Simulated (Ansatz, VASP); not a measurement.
## ZrOs: VASP beside Ansatz

```xyz
2
Lattice="3.1977 0.0000 0.0000 0.0000 3.1977 0.0000 0.0000 0.0000 3.2630" Properties=species:S:1:pos:R:3 pbc="T T T"
Zr    1.5989    1.5989    1.6315
Os    0.0000    0.0000    0.0000
```

Change from the starting cell: equal xx and yy strain of -2 %.

Alike in both runs: task single point; functional LDA; k mesh 13 × 13 × 13; occupations fermi-dirac, width 0.03 eV; no spin polarisation.

|  | VASP | Ansatz |
| --- | --- | --- |
| version | VASP 6.6.1 | Ansatz 0.2.0 |
| potentials or method | VASP PAW LDA potentials, release 64 (Zr_sv, Os), cutoff 520 eV | all-electron LAPW, scalar-relativistic |

|  | VASP | Ansatz | Ansatz less VASP |
| --- | --- | --- | --- |
| pressure (GPa) | 2.0 | 1.5 | -0.42 |
| largest component of the traceless stress (GPa) | 2.61 | 2.65 | +0.032 |

Ansatz ran all-electron here, so the differences hold the error of VASP's frozen core and of both bases.

Spin-orbit coupling is left out, which matters for the levels of Os.
